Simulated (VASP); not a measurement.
An input for Ansatz (written as the equivalent of a VASP run, and not itself run):

Ansatz 0.2 input:
```yaml
crystal:
  lattice:
    - [2.8800000, 0.0000000, 0.0000000]
    - [0.0000000, 2.8800000, 0.0000000]
    - [0.0000000, 0.0000000, 2.8800000]
  atoms:
    - { symbol: Ga, position: [0.5000000, 0.5000000, 0.5000000] }
    - { symbol: Co, position: [0.0000000, 0.0000000, 0.0000000] }
kpoints:
  mp_grid: { grid: [11, 11, 11] }
hamiltonian:
  xc: pbe
  pseudopotentials: { kind: paw }
scf:
  occupations: { method: methfessel_paxton, width: 0.1 }
  max_iter: 100
relax:
  max_steps: 60
  f_tol: 0.01
  cell: {}
output: { forces: true, stress: true, eigenvalues: true }
```

**Question.** Write the VASP files for the same calculation (PBE).

**Answer.** Several could match; the one computed here: 
POSCAR:
```
CoGa
1
    2.8800000000     0.0000000000     0.0000000000
    0.0000000000     2.8800000000     0.0000000000
    0.0000000000     0.0000000000     2.8800000000
Ga Co
1 1
Direct
  0.5000000000   0.5000000000   0.5000000000
  0.0000000000   0.0000000000   0.0000000000
```

### INCAR
```
# general
SYSTEM =CoGa
PREC   =Accurate
ENCUT  =400   # plane-wave cut-off (eV)
LREAL  =.FALSE.   # projection in real space or not
LASPH  =.TRUE.   # aspherical one-centre terms

# electronic loop
EDIFF  =1E-6   # SCF stop (eV)
NELM   =100   # most electronic steps
ALGO   =Normal
LMAXMIX=4   # l cut-off of mixed one-centre charges

# smearing
ISMEAR =1   # Methfessel-Paxton
SIGMA  =0.1   # width (eV)

# functional
GGA    =PE   # PBE

# ions
IBRION =2   # conjugate gradients
NSW    =60   # most ionic steps
ISIF   =3   # ions, shape and volume
EDIFFG =-0.01   # ionic stop

# output
LWAVE  =.FALSE.
LCHARG =.FALSE.
```

File KPOINTS:
```
kpoints
0
G
11 11 11
```

POTCAR, in this order: Ga_d Co (PBE.64 set). Program: vasp_std.

Limits of the translation: each code has its own PAW files, so the cut-off isn't converted (ENCUT is set for VASP's; basis.ecutwfc is left out, and Ansatz then takes the one that its files recommend); Ansatz stops its SCF on the density residual and VASP on the energy change (EDIFF).

The compound is CoGa in the CsCl type structure. This run relaxes it. Symmetry was kept, so distortions that lower it aren't found.
